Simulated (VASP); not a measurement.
Output of a VASP run:

**OSZICAR**
```
       N       E                     dE             d eps       ncg     rms          rms(c)
DAV:   1     0.741491649883E+01    0.74149E+01   -0.38955E+03  1368   0.837E+02
DAV:   2    -0.157718957233E+02   -0.23187E+02   -0.22261E+02  1848   0.108E+02
DAV:   3    -0.161032689086E+02   -0.33137E+00   -0.33132E+00  1768   0.159E+01
DAV:   4    -0.161038107558E+02   -0.54185E-03   -0.54183E-03  1912   0.598E-01
DAV:   5    -0.161038111484E+02   -0.39260E-06   -0.39305E-06  1752   0.113E-02    0.493E+00
DAV:   6    -0.148622769143E+02    0.12415E+01   -0.20494E+00  1376   0.759E+00    0.243E+00
DAV:   7    -0.146421703038E+02    0.22011E+00   -0.11692E+00  1560   0.566E+00    0.745E-01
DAV:   8    -0.146452002947E+02   -0.30300E-02   -0.15717E-01  1416   0.238E+00    0.490E-01
DAV:   9    -0.146331138147E+02    0.12086E-01   -0.43118E-02  1416   0.112E+00    0.559E-02
DAV:  10    -0.146332067601E+02   -0.92945E-04   -0.83204E-04  1880   0.233E-01    0.348E-02
DAV:  11    -0.146331721052E+02    0.34655E-04   -0.27467E-04  1344   0.906E-02    0.798E-03
DAV:  12    -0.146331679040E+02    0.42011E-05   -0.18627E-05  1496   0.264E-02    0.108E-03
DAV:  13    -0.146331679478E+02   -0.43764E-07   -0.29317E-07  1840   0.461E-03
   1 F= -.14633168E+02 E0= -.14632884E+02  d E =-.146332E+02
       N       E                     dE             d eps       ncg     rms          rms(c)
DAV:   1    -0.146499779013E+02   -0.16810E-01   -0.25289E-01  1792   0.385E+00    0.324E-01
DAV:   2    -0.146440674747E+02    0.59104E-02   -0.13230E-02  1728   0.708E-01    0.125E-01
DAV:   3    -0.146432483700E+02    0.81910E-03   -0.29845E-03  1648   0.294E-01    0.332E-02
DAV:   4    -0.146432186147E+02    0.29755E-04   -0.10423E-04  1680   0.835E-02    0.282E-03
DAV:   5    -0.146432184661E+02    0.14859E-06   -0.12504E-06  1688   0.934E-03    0.130E-03
DAV:   6    -0.146432185355E+02   -0.69454E-07   -0.49625E-08  1264   0.211E-03
   2 F= -.14643219E+02 E0= -.14643286E+02  d E =-.100506E-01
       N       E                     dE             d eps       ncg     rms          rms(c)
DAV:   1    -0.146434409242E+02   -0.22246E-03   -0.34322E-03  1768   0.451E-01    0.368E-02
DAV:   2    -0.146433660138E+02    0.74910E-04   -0.16693E-04  1744   0.802E-02    0.159E-02
DAV:   3    -0.146433535942E+02    0.12420E-04   -0.51419E-05  1608   0.381E-02    0.396E-03
DAV:   4    -0.146433533706E+02    0.22361E-06   -0.20765E-06  1584   0.111E-02    0.852E-04
DAV:   5    -0.146433533439E+02    0.26670E-07   -0.14932E-07  1280   0.225E-03
   3 F= -.14643353E+02 E0= -.14643397E+02  d E =-.101854E-01
```

OUTCAR:
```
------------------------ aborting loop because EDIFF is reached ----------------------------------------
  FORCE on cell =-STRESS in cart. coord.  units (eV):
  Direction    XX          YY          ZZ          XY          YZ          ZX
  --------------------------------------------------------------------------------------
  Total       -1.3639561     -1.3639557     -1.3509503      0.0000000     -0.0000000     -0.0000000
  in kB      -70.4531377    -70.4531133    -69.7813388      0.0000000     -0.0000000     -0.0000000
  external PRESSURE =     -70.2291966 kB  Pullay stress =       0.0000000 kB
  volume of cell :       31.02
      direct lattice vectors                 reciprocal lattice vectors
     1.566308537 -2.712925495 -0.000000000     0.319221908 -0.184302887 -0.000000000
     1.566308537  2.712925495 -0.000000000     0.319221908  0.184302887 -0.000000000
     0.000000000 -0.000000000  3.649769754     0.000000000 -0.000000000  0.273989886
 POSITION                                       TOTAL-FORCE (eV/Angst)
 -----------------------------------------------------------------------------------
      0.00000     -0.00000      3.64977         0.000000      0.000000      0.000000
      1.56631      0.90431      1.82488        -0.000000      0.000000      0.000000
      1.56631     -0.90431      1.82488         0.000000     -0.000000      0.000000
 -----------------------------------------------------------------------------------
    total drift:                                0.000000     -0.000000      0.000000
  FREE ENERGIE OF THE ION-ELECTRON SYSTEM (eV)
  ---------------------------------------------------
  free  energy   TOTEN  =       -14.6433533439 eV

  energy  without entropy=      -14.6434857519  energy(sigma->0) =      -14.64339748

 reached required accuracy - stopping structural energy minimisation
```
(Selected blocks of OUTCAR.)

File POSCAR:
```
MgB2
1
    1.5780820427    -2.7333177665     0.0000000000
    1.5780820427     2.7333177665     0.0000000000
    0.0000000000     0.0000000000     3.5955136975
Mg B
1 2
Direct
  0.0000000000   0.0000000000   1.0000000000
  0.3333330000   0.6666670000   0.5000000000
  0.6666670000   0.3333330000   0.5000000000
```

Q: Reconstruct the remaining input files.

A: This is not unique; one that fits is the input of the run itself, revPBE GGA, plane waves, VASP's PBE PAW potentials (set 64).

### KPOINTS
```
Automatic mesh
0
Gamma
11 11 9
0 0 0
```

INCAR:
```
ALGO = Normal
EDIFF = 1E-7
EDIFFG = -0.01
ENCUT = 520
GGA = RE
IBRION = 2
ISIF = 4
ISMEAR = 1
LASPH = .TRUE.
LCHARG = .FALSE.
LREAL = .FALSE.
LWAVE = .FALSE.
NELM = 100
NSW = 30
PREC = Accurate
SIGMA = 0.1
SYSTEM = MgB2
```

POTCAR, in this order: Mg B (PBE.64 set). Program: vasp_std.

The compound is MgB2 in the AlB2 type structure. This cell is one point of a volume scan, at 1.06 of the reference volume. Symmetry was kept, so distortions that lower it aren't found.
